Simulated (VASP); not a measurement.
Input:

```xyz
2
Lattice="0.0000 3.0587 3.0587 3.0587 0.0000 3.0587 3.0587 3.0587 0.0000" Properties=species:S:1:pos:R:3 pbc="T T T"
Gd     0.0000     0.0000     0.0000
Te     3.0587     3.0587     3.0587
```

Level of theory: PBEsol GGA, VASP's PBE PAW potentials (set 64) (plane waves; VASP 6.6.1). Numerical set-up: 400 eV cut-off, 9×9×9 Γ-centred mesh, first-order Methfessel-Paxton smearing of 0.10 eV, potentials Gd_3 Te.

The 4f electrons are frozen in the core of the lanthanide potential, so 4f levels, which can set the real gap, and their magnetism are missing. Unless said otherwise, spin-orbit coupling is left out, though it shifts the bands of the heavy elements here.

Estimate the energy per atom (σ→0), band gap (on the k-mesh) with the smallest direct gap where there is one.

```
Item                                                         Value
------------------------  ----------------------------------------
band gap (on the k-mesh)  none (metal, semimetal or under 0.01 eV)
energy per atom (σ→0)                               -5.668 eV/atom
```

Total energies compare only between runs with the same potentials, cut-off and functional.

The structure comes from a computed database's GdTe entry (Fm-3m); how it stands against other phases isn't given here. It was relaxed first, which changed the volume by -5 %. The start is the result of an earlier pass. The electron count is odd and the run is not spin-polarised, which forces a metal.
